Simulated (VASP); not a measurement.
These are PBE GGA, VASP's PBE PAW potentials (set 64) (plane waves; VASP) values and carry that method's errors.

VASP input:

**POSCAR**
```
Ni3Si
1
    3.5035675749     0.0000000000     0.0000000000
    0.0000000000     3.5035675749     0.0000000000
    0.0000000000     0.0000000000     3.5035675749
Si Ni
1 3
Direct
  0.0000000000   0.0000000000   0.0000000000
  0.0000000000   0.5000000000   0.5000000000
  0.5000000000   0.0000000000   0.5000000000
  0.5000000000   0.5000000000   0.0000000000
```

**KPOINTS**
```
K-points
0
gamma
 8 8 8
```

INCAR:
```
SYSTEM = Ni3Si
PREC = Accurate
ENCUT = 480
EDIFF = 1E-7
NELM = 100
ALGO = Normal
LREAL = .FALSE.
LASPH = .TRUE.
ISMEAR = 1
SIGMA = 0.1
GGA = PE
LMAXMIX = 4
LWAVE = .FALSE.
LCHARG = .FALSE.
ISIF = 2
```

POTCAR, in this order: Si Ni (PBE.64 set). Program: vasp_std.

The run wrote:

File OSZICAR:
```
       N       E                     dE             d eps       ncg     rms          rms(c)
DAV:   1     0.191053429585E+03    0.19105E+03   -0.14906E+04  1478   0.204E+03
DAV:   2    -0.170121027719E+02   -0.20807E+03   -0.20058E+03  1470   0.362E+02
DAV:   3    -0.271555386459E+02   -0.10143E+02   -0.97526E+01  1593   0.107E+02
DAV:   4    -0.273977554404E+02   -0.24222E+00   -0.24078E+00  1716   0.143E+01
DAV:   5    -0.274065005399E+02   -0.87451E-02   -0.87446E-02  1712   0.266E+00    0.196E+01
DAV:   6    -0.272133573895E+02    0.19314E+00   -0.55785E+01  1704   0.122E+02    0.170E+01
DAV:   7    -0.237399919707E+02    0.34734E+01   -0.16337E+01  1618   0.673E+01    0.409E+00
DAV:   8    -0.236978250026E+02    0.42167E-01   -0.68902E-01  1536   0.642E+00    0.143E+00
DAV:   9    -0.236806701115E+02    0.17155E-01   -0.33407E-02  1984   0.262E+00    0.567E-01
DAV:  10    -0.236784324554E+02    0.22377E-02   -0.31141E-03  1909   0.445E-01    0.231E-01
DAV:  11    -0.236780768517E+02    0.35560E-03   -0.70630E-04  2243   0.315E-01    0.532E-02
DAV:  12    -0.236780664078E+02    0.10444E-04   -0.10179E-04  1610   0.118E-01    0.148E-02
DAV:  13    -0.236780658293E+02    0.57851E-06   -0.69300E-06  1754   0.183E-02    0.863E-03
DAV:  14    -0.236780652122E+02    0.61705E-06   -0.53339E-07  1642   0.828E-03    0.285E-03
DAV:  15    -0.236780651741E+02    0.38153E-07   -0.17392E-07   933   0.622E-03
   1 F= -.23678065E+02 E0= -.23678523E+02  d E =0.137465E-02
```

File OUTCAR:
```
------------------------ aborting loop because EDIFF is reached ----------------------------------------
  FORCE on cell =-STRESS in cart. coord.  units (eV):
  Direction    XX          YY          ZZ          XY          YZ          ZX
  --------------------------------------------------------------------------------------
  Total        0.1256855      0.1256855      0.1256855      0.0000000     -0.0000000      0.0000000
  in kB        4.6823550      4.6823550      4.6823550      0.0000000     -0.0000000      0.0000000
  external PRESSURE =       4.6823550 kB  Pullay stress =       0.0000000 kB
  volume of cell :       43.01
      direct lattice vectors                 reciprocal lattice vectors
     3.503567575  0.000000000  0.000000000     0.285423352  0.000000000  0.000000000
     0.000000000  3.503567575  0.000000000     0.000000000  0.285423352  0.000000000
     0.000000000  0.000000000  3.503567575     0.000000000  0.000000000  0.285423352
 POSITION                                       TOTAL-FORCE (eV/Angst)
 -----------------------------------------------------------------------------------
      0.00000      0.00000      0.00000         0.000000      0.000000      0.000000
      0.00000      1.75178      1.75178         0.000000      0.000000      0.000000
      1.75178      0.00000      1.75178         0.000000      0.000000      0.000000
      1.75178      1.75178      0.00000         0.000000      0.000000      0.000000
 -----------------------------------------------------------------------------------
    total drift:                                0.000000      0.000000      0.000000
  FREE ENERGIE OF THE ION-ELECTRON SYSTEM (eV)
  ---------------------------------------------------
  free  energy   TOTEN  =       -23.6780651741 eV

  energy  without entropy=      -23.6794398194  energy(sigma->0) =      -23.67852339
```
(Selected blocks of OUTCAR.)

The compound is Ni3Si in the L1_2 structure. It was relaxed first. The run is not spin-polarised, so no magnetic state was tried.
